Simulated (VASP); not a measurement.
The system is Zr3MoC.

```
CELL_PARAMETERS angstrom
4.94251 0.00000 0.00000
0.00000 4.94251 0.00000
0.00000 0.00000 4.94251
ATOMIC_POSITIONS crystal
Zr 0.50000 0.00000 0.00000
Zr 0.00000 0.50000 0.00000
Zr 0.00000 0.00000 0.50000
Mo 0.00000 0.00000 0.00000
C 0.50000 0.50000 0.50000
```

The cell was built by a generator and needn't be a form met in nature.

```yaml
Program: VASP 6.6.1
Task: relaxation of cell and atoms
Functional: PBE
Dispersion: D2
Potentials_or_basis: VASP PAW PBE potentials, release 64 (Zr_sv, Mo_sv, C)
Cutoff: 600 eV
k_mesh: 5 × 5 × 5
Occupations: fermi-dirac, width 0.05 eV
Spin: no spin polarisation
```

At the start: pressure -2.1 GPa; volume 24.15 Å³/atom.

**Question.** How do energy, volume and symmetry change on relaxing?

**Answer.** Over 3 steps the energy falls by 3.6 meV/atom and the volume is 23.59 Å³/atom (-2.3 %); space group Pm-3m (No. 221, to 0.05 Å).

Step by step:
```csv
step,energy change (eV),largest force (eV/Å),pressure (GPa),volume (Å³)
1,0.0000,0.0000,-2.06,120.74
2,-0.0019,0.0000,2.09,115.40
3,-0.0182,0.0000,0.01,117.96
```

Final structure:
```
CELL_PARAMETERS angstrom
4.90426 0.00000 0.00000
0.00000 4.90426 0.00000
0.00000 0.00000 4.90426
ATOMIC_POSITIONS crystal
Zr 0.50000 0.00000 0.00000
Zr 0.00000 0.50000 0.00000
Zr 0.00000 0.00000 0.50000
Mo 0.00000 0.00000 0.00000
C 0.50000 0.50000 0.50000
```

Caveat: atom-pairwise D2, TS and ULG terms overbind metals; pairwise dispersion overbinds metals, which lowers pressure and volume.
